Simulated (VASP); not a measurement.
Ca2Pb5 (a cell with a defect), 7 atoms in the cell. The cell holds a defect, 7 atoms: a = 4.856 Å, b = 4.856 Å, c = 9.712 Å, α = 90.00°, β = 90.00°, γ = 90.00°. 

* Program: VASP 6.6.1
* Task: single point
* Functional: PBEsol
* Potentials or basis: VASP PAW PBE potentials, release 64 (Ca_sv, Pb_d)
* Cutoff: 520 eV
* k mesh: 3 × 3 × 2
* Occupations: methfessel-paxton, width 0.15 eV
* Spin: no spin polarisation
* Dipole correction: no
* Further INCAR settings: ALGO = Fast; EDIFF = 1e-06; NBANDS = 54

Potentials or basis: VASP PAW PBE potentials, release 64 (Ca_sv, Pb_d).

Run with:

```console
$ cat potpaw_PBE.64/Ca_sv/POTCAR potpaw_PBE.64/Pb_d/POTCAR > POTCAR
$ mpirun -np 1 vasp_std > vasp.out
```

Hardware: 1 thread of Intel(R) Xeon(R) Platinum 8488C (Sapphire Rapids) (shared host).

**Question.** Estimate the wall time of this run.

**Answer.** It took 3.5 min on 1 thread of Intel(R) Xeon(R) Platinum 8488C (Sapphire Rapids) (shared host), peak memory 0.35 GiB. Counts: scf iterations 28, k points 10.
